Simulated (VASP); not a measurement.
Consider the following.

```xyz
12
Lattice="-3.2806 3.2806 2.9805 3.2806 -3.2806 2.9805 3.2806 3.2806 -2.9805" Properties=species:S:1:pos:R:3 pbc="T T T"
Hf     0.0000     0.0000     0.0000
Hf     0.0000     3.2806     1.4902
Si     3.2806     0.0000     1.4902
Si     0.0000     0.0000     2.9805
O      3.2806     2.0648    -1.0883
O      4.4965     0.0000     0.4019
O      0.0000     1.2158     1.8922
O      2.0648     0.0000     0.4019
O      3.2806     1.2158     2.5785
O      1.2158     0.0000     4.0688
O      3.2806    -1.2158     2.5785
O      2.0648     3.2806     1.0883
```

These are PBEsol GGA, VASP's PBE PAW potentials (set 64) (plane waves; VASP) values and carry that method's errors. Settings: 520 eV cut-off, 6×6×6 Γ-centred mesh, tetrahedra with Blöchl corrections, potentials Hf_pv Si O.

Unless said otherwise, spin-orbit coupling is left out, though it shifts the bands of the heavy elements here.

Q: Estimate the energy per atom (σ→0), band gap (on the k-mesh) with the smallest direct gap where there is one.

A: 
```json
{
 "band gap (on the k-mesh)": "5.40 eV",
 "smallest direct gap (on the k-mesh)": "5.76 eV",
 "energy per atom (σ→0)": "-9.455 eV/atom"
}
```

The structure comes from a computed database's HfSiO4 entry (I4_1/amd); how it stands against other phases isn't given here. It was relaxed first.
